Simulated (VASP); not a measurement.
A convergence study with VASP on Tl (hcp): a few settings are varied, all else stays as given below, so the limit is that of these other settings. The cell's lengths are 1 % over those of the tabulated start and one atom is moved, so it is off equilibrium.

```xyz
2
Lattice="1.7473 -3.0264 0.0000 1.7473 3.0264 0.0000 0.0000 0.0000 5.5752" Properties=species:S:1:pos:R:3 pbc="T T T"
Tl     1.7473     1.0088     1.3938
Tl     1.8079    -1.0088     4.1814
```

All values below come from PBE GGA, VASP's PBE PAW potentials (set 64) (plane waves; VASP 6.6.1). The last row used: 900 eV cut-off, 10×10×6 Γ-centred mesh, first-order Methfessel-Paxton smearing of 0.10 eV, potentials Tl.

Energies of different potentials or hybrids have different zeros.

| setting | E (eV/atom) | pressure (GPa) | plane waves |
|---|---|---|---|
| ENCUT = 300, POTCAR Tl_d | -2.2219 | 1.28 | 709 |
| ENCUT = 400, POTCAR Tl_d | -2.2176 | 1.74 | 1092 |
| ENCUT = 520, POTCAR Tl_d | -2.2175 | … | 1640 |
| ENCUT = 700, POTCAR Tl_d | -2.2175 | … | 2501 |
| ENCUT = 900, POTCAR Tl_d | -2.2174 | 1.86 | 3656 |
| ENCUT = 300, POTCAR Tl | -2.2393 | 1.55 | 709 |
| ENCUT = 400, POTCAR Tl | -2.2395 | 1.55 | 1092 |
| ENCUT = 520, POTCAR Tl | -2.2397 | 1.55 | 1640 |
| ENCUT = 700, POTCAR Tl | -2.2397 | 1.55 | 2501 |
| ENCUT = 900, POTCAR Tl | -2.2397 | 1.55 | 3656 |

Task: Complete the blanks.

Result: 
- ENCUT = 520, POTCAR Tl_d, pressure (GPa): 1.77
- ENCUT = 700, POTCAR Tl_d, pressure (GPa): 1.85

Left out are rungs that failed or repeat a setting and relaxations that didn't move; long series are thinned to 24 rows.

The compound is Tl in the hcp structure. The cell was not relaxed at this level, it is distorted from the ideal structure.
